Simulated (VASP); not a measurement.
Mn4Hg3Au:

```
CELL_PARAMETERS angstrom
3.31672 0.00000 0.00000
0.00000 3.31672 0.00000
0.00000 0.00000 13.06485
ATOMIC_POSITIONS crystal
Hg 0.00000 0.00000 0.75174
Hg 0.00000 0.00000 0.50000
Hg 0.00000 0.00000 0.24826
Au 0.00000 0.00000 0.00000
Mn 0.50000 0.50000 0.88362
Mn 0.50000 0.50000 0.62567
Mn 0.50000 0.50000 0.37433
Mn 0.50000 0.50000 0.11639
```

The cell comes from a database or a generator and needn't be the stable form of this composition.

| Item | Value |
| --- | --- |
| Program | VASP 6.6.1 |
| Task | single point |
| Functional | PBE |
| Potentials or basis | VASP PAW PBE potentials, release 64 (Hg, Au, Mn_pv) |
| Cutoff | 520 eV |
| k mesh | 8 × 8 × 2 |
| Occupations | fermi-dirac, width 0.05 eV |
| Spin | collinear spin, ferromagnetic start |
| Starting moments | [0.0, 0.0, 0.0, 0.0, 4.0, 4.0, 4.0, 4.0] μB |

On this cell: pressure 0.2 GPa; largest force 0.107 eV/Å; net moment 16.02 μB per cell; site moments Hg -0.05; Au +0.07; Mn +3.92, +3.83 μB; band gap on the k mesh none (metal or under the smearing width).

The same run follows on a disturbed copy (atoms moved at random, drawn with an rms of 0.05 Å):

```xyz
8
Lattice="3.3167 0.0000 0.0000 0.0000 3.3167 0.0000 0.0000 0.0000 13.0649" Properties=species:S:1:pos:R:3 pbc="T T T"
Hg   -0.0374    0.0395    9.8230
Hg    0.0034    0.0525    6.5207
Hg   -0.0313    0.0159    3.2087
Au   -0.0520    0.0034    0.0234
Mn    1.6596    1.6402   11.5303
Mn    1.6347    1.6250    8.1888
Mn    1.6517    1.6858    4.8928
Mn    1.6403    1.6390    1.5406
```

Question: What changes?

Answer: The energy (extrapolated to zero smearing) moves by +3.2 meV/atom; pressure 0.2 GPa; largest force 0.271 eV/Å; net moment 16.01 μB per cell; site moments Hg -0.05; Au +0.07; Mn +3.93, +3.83, +3.84, +3.90 μB; band gap on the k mesh none (metal or under the smearing width).

Forces on the atoms (eV/Å):
```
Hg   0.076 -0.203  0.103
Hg  -0.051 -0.171  0.049
Hg   0.057 -0.045  0.093
Au   0.147 -0.086 -0.110
Mn  -0.151  0.118  0.151
Mn   0.025  0.269 -0.017
Mn  -0.023  0.008 -0.132
Mn  -0.080  0.110 -0.138
```
